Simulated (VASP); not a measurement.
Bi:

```
CELL_PARAMETERS angstrom
2.26253 1.30627 3.88025
-2.26253 1.30627 3.88025
0.00000 -2.61254 3.88025
ATOMIC_POSITIONS crystal
Bi 0.23683 0.23683 0.23683
Bi 0.76317 0.76317 0.76317
```

Base run:

| Item | Value |
| --- | --- |
| Program | VASP 6.6.1 |
| Functional | PBEsol |
| Potentials or basis | VASP PAW PBE potentials, release 64 (Bi_d) |
| Cutoff | 700 eV |
| k mesh | 12 × 12 × 12 |
| Occupations | gaussian, width 0.1 eV |
| Spin | no spin polarisation |

Its results: band gap on the k mesh none (metal or under the smearing width); pressure 0.0 GPa.

Task: The run is repeated on the same cell with these changes: functional from PBEsol to r2SCAN; cutoff from 700 eV to 520 eV; further incar settings from ALGO = Fast; EDIFF = 1e-06; NBANDS = 22 to ALGO = Normal; EDIFF = 1e-06; NBANDS = 22. What comes out?

Result: Band gap on the k mesh none (metal or under the smearing width); pressure 1.6 GPa.

Caveats: the PAW data sets were made with another functional, which shifts forces and pressure a little; spin-orbit coupling is left out, which moves the levels of the heavy elements.

Not every run made on this cell is shown here.
